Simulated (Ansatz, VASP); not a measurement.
**CaAl6C in VASP and in Ansatz**

```
Ca Al C
1.0
     3.84779    2.22152    2.61892
    -3.84779    2.22152    2.61892
     0.00000   -4.44304    2.61892
Ca Al C
1 6 1
Direct
  0.00000 0.00000 0.00000
  0.92220 0.29580 0.19110
  0.29580 0.19110 0.92220
  0.19110 0.92220 0.29580
  0.07780 0.70420 0.80890
  0.70420 0.80890 0.07780
  0.80890 0.07780 0.70420
  0.50000 0.50000 0.50000
```

Alike in both runs: task relaxation of cell and atoms; functional PBE; k mesh 3 × 3 × 3; occupations gaussian, width 0.1 eV; no spin polarisation.

|  | VASP | Ansatz |
| --- | --- | --- |
| version | VASP 6.6.1 | Ansatz 0.2.0 |
| potentials or method | VASP PAW PBE potentials, release 64 (Ca_sv, Al, C) | scalar-relativistic, plane waves, PAW |
| plane-wave cutoff (eV) | 600 | 420 |
| valence electrons in the cell | 32 | 32 |

VASP gave:

- gap on the k mesh at the Fermi level, each at its own relaxed structure (eV): none
- relaxed volume (Å³/atom): 17.44
- relaxed cell length with the largest relative difference (Å): 5.246
- energy change over the relaxation (meV/atom): -4153

**Question.** Which values does Ansatz return?

**Answer.** gap on the k mesh at the Fermi level, each at its own relaxed structure (eV): none; relaxed volume (Å³/atom): 17.43; relaxed cell length with the largest relative difference (Å): 5.244; energy change over the relaxation (meV/atom): -4137.

A gap of «none» marks a metal or a gap that the smearing closes.

Caveats: the k mesh is coarse (spacing up to 0.41 Å⁻¹), so the values aren't converged.
